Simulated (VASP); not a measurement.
Computed with RPBE GGA, VASP's PBE PAW potentials (set 64) (plane waves; VASP 6.6.1).

VASP ran on this input.

File POSCAR:
```
C
1
    1.2393561349    -2.1466272913     0.0000000000
    1.2393561349     2.1466272913     0.0000000000
    0.0000000000     0.0000000000     8.9391026393
C
4
Direct
  0.0000000000   0.0000000000   0.2500000000
  0.0000000000   0.0000000000   0.7500000000
  0.3333330000   0.6666670000   0.2500000000
  0.6666670000   0.3333330000   0.7500000000
```

### INCAR
```
SYSTEM = C
PREC = Accurate; ENCUT = 520; LREAL = F
LASPH = T; ICHARG = 11
EDIFF = 1E-7; NELM = 100; ALGO = Normal
ISMEAR = 0; SIGMA = 0.05
GGA = RP
LWAVE = F; LCHARG = F; LORBIT = 11
```

**KPOINTS**
```
k-points along high-symmetry lines
10
Line-mode
Reciprocal
  0.000000   0.000000   0.000000 ! GAMMA
  0.000000   0.500000   0.000000 ! M

  0.000000   0.500000   0.000000 ! M
 -0.333333   0.666667   0.000000 ! K

 -0.333333   0.666667   0.000000 ! K
  0.000000   0.000000   0.000000 ! GAMMA

  0.000000   0.000000   0.000000 ! GAMMA
  0.000000   0.000000   0.500000 ! A

  0.000000   0.000000   0.500000 ! A
  0.000000   0.500000   0.500000 ! L

  0.000000   0.500000   0.500000 ! L
 -0.333333   0.666667   0.500000 ! H

 -0.333333   0.666667   0.500000 ! H
  0.000000   0.000000   0.500000 ! A

  0.000000   0.500000   0.500000 ! L
  0.000000   0.500000   0.000000 ! M

 -0.333333   0.666667   0.500000 ! H
 -0.333333   0.666667   0.000000 ! K
```

POTCAR, in this order: C (PBE.64 set). Program: vasp_std. Read from the step before: CHGCAR.

What VASP printed:

**OSZICAR**
```
       N       E                     dE             d eps       ncg     rms          rms(c)
DAV:   1     0.619032277175E+02    0.61903E+02   -0.76329E+03  2160   0.117E+03
DAV:   2    -0.265986107704E+02   -0.88502E+02   -0.77046E+02  3016   0.214E+02
DAV:   3    -0.316025127376E+02   -0.50039E+01   -0.49431E+01  2680   0.539E+01
DAV:   4    -0.316852340931E+02   -0.82721E-01   -0.82601E-01  2764   0.753E+00
DAV:   5    -0.316868301977E+02   -0.15961E-02   -0.15958E-02  2704   0.101E+00
DAV:   6    -0.316868836818E+02   -0.53484E-04   -0.53481E-04  2840   0.172E-01
DAV:   7    -0.316868856427E+02   -0.19609E-05   -0.19609E-05  2680   0.287E-02
DAV:   8    -0.316868857336E+02   -0.90877E-07   -0.90675E-07  2504   0.545E-03
   1 F= -.31686886E+02 E0= -.31680681E+02  d E =-.124086E-01
```

File OUTCAR:
```
 val. band max:        2.5096218557   @ k =  -0.3333   0.6667   0.1667

 cond. band min:       2.5097171118   @ k =  -0.3333   0.6667   0.2222



 k-point     1 :       0.0000    0.0000    0.0000
  band No.  band energies     occupation
      1     -16.9780      2.00000
      2     -16.9565      2.00000
      3      -5.1597      2.00000
      4      -4.8200      2.00000
      5      -0.5265      2.00000
      6      -0.5265      2.00000
      7      -0.5260      2.00000
      8      -0.5259      2.00000
      9       5.7216      0.00000
     10       8.6291      0.00000
     11      10.7305      0.00000
     12      10.7321      0.00000

 k-point     2 :       0.0000    0.0556    0.0000
  band No.  band energies     occupation
      1     -16.9055      2.00000
      2     -16.8843      2.00000
      3      -5.0732      2.00000
      4      -4.7348      2.00000
      5      -0.8264      2.00000
      6      -0.8255      2.00000
      7      -0.6810      2.00000
      8      -0.6802      2.00000
      9       5.8165      0.00000
     10       8.7185      0.00000
     11      10.7587      0.00000
     12      10.7994      0.00000

 k-point     3 :       0.0000    0.1111    0.0000
  band No.  band energies     occupation
      1     -16.6882      2.00000
      2     -16.6674      2.00000
      3      -4.8143      2.00000
      4      -4.4803      2.00000
      5      -1.6484      2.00000
      6      -1.6466      2.00000
      7      -1.0915      2.00000
      8      -1.0903      2.00000
      9       6.1012      0.00000
     10       8.9853      0.00000
     11      10.7669      0.00000
     12      10.8069      0.00000

 k-point     4 :       0.0000    0.1667    0.0000
  band No.  band energies     occupation
      1     -16.3273      2.00000
      2     -16.3072      2.00000
      3      -4.3864      2.00000
      4      -4.0598      2.00000
      5      -2.8254      2.00000
      6      -2.8225      2.00000
      7      -1.6438      2.00000
...
```

The density is held fixed in this step, so its total energy and stress have no physical meaning. Without a dispersion term in the relaxation, distances and binding between the weakly bound layers, chains or molecules are unreliable, and so is what depends on them.

The compound is C in the graphite structure. It was relaxed first, which changed the volume by +35 %.
